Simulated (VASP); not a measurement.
Write the native input for VASP 6.6.1 that does the following.

- Task: relaxation of cell and atoms
- Functional: PBE
- Potentials or basis: VASP PAW PBE potentials, release 64 (Be, Cd, S)
- Cutoff: 520 eV
- k mesh: 10 × 10 × 10
- Occupations: gaussian, width 0.03 eV
- Spin: no spin polarisation
- Further INCAR settings: ALGO = Normal; EDIFF = 1e-06; IBRION = 2; EDIFFG = -0.01; NSW = 90; ISIF = 3

The structure of Be2CdS3 lies in POSCAR:

```
Be2CdS3
1.0
   -1.8110000000      1.8110000000      8.1250000000
    1.8110000000     -1.8110000000      8.1250000000
    1.8110000000      1.8110000000     -8.1250000000
Be Cd S
2 1 3
Direct
    0.6776000000      0.6776000000      0.0000000000
    0.3224000000      0.3224000000      0.0000000000
    0.0000000000      0.0000000000      0.0000000000
    0.6080615400      0.1080615400      0.5000000000
    0.8919384600      0.3919384600      0.5000000000
    0.2500000000      0.7500000000      0.5000000000
```

The cell was built by a generator and needn't be a form met in nature.

One way to write it, as run:

INCAR

```
SYSTEM = Be2CdS3
PREC     = Accurate       ! precision mode
ENCUT    = 520            ! plane-wave cutoff, eV
EDIFF    = 1E-6           ! SCF threshold, eV
ISMEAR   = 0              ! smearing method
SIGMA    = 0.03           ! smearing width, eV
LREAL    = .FALSE.        ! projectors in reciprocal space
LASPH    = .TRUE.         ! aspherical terms in the spheres
NELM     = 120            ! most SCF steps
ALGO     = Normal         ! electronic algorithm
ISIF     = 3              ! what is computed and relaxed
LWAVE    = .FALSE.        ! write WAVECAR
LCHARG   = .FALSE.        ! write CHGCAR
GGA      = PE             ! functional
IBRION   = 2              ! ionic algorithm
NSW      = 90             ! ionic steps
EDIFFG   = -0.01          ! ionic threshold
KPAR     = 4
```

KPOINTS

```
Automatic mesh
0
G
  10 10 10
  0 0 0
```

Potentials or basis: VASP PAW PBE potentials, release 64 (Be, Cd, S).

Run with:

```console
$ cat potpaw_PBE.64/Be/POTCAR potpaw_PBE.64/Cd/POTCAR potpaw_PBE.64/S/POTCAR > POTCAR
$ mpirun -np 4 vasp_std > vasp.out
```

Results of the run:

The relaxed volume is 17.81 Å³/atom and the relaxed cell is a = 8.534 Å, b = 8.534 Å, c = 8.534 Å, α = 155.49°, β = 155.49°, γ = 34.94°. The space group after relaxing (to 0.05 Å) is I-4m2 (No. 119) and the energy gained by relaxing is 0.1 meV/atom. The ionic steps are 4 and the pressure after relaxing is 0.0 GPa. The band gap on the k mesh is 2.57 eV, direct.

Wall time 8.3 min on 4 MPI ranks on Intel(R) Xeon(R) Platinum 8488C (Sapphire Rapids), on a shared host, peak memory 0.79 GiB a rank.
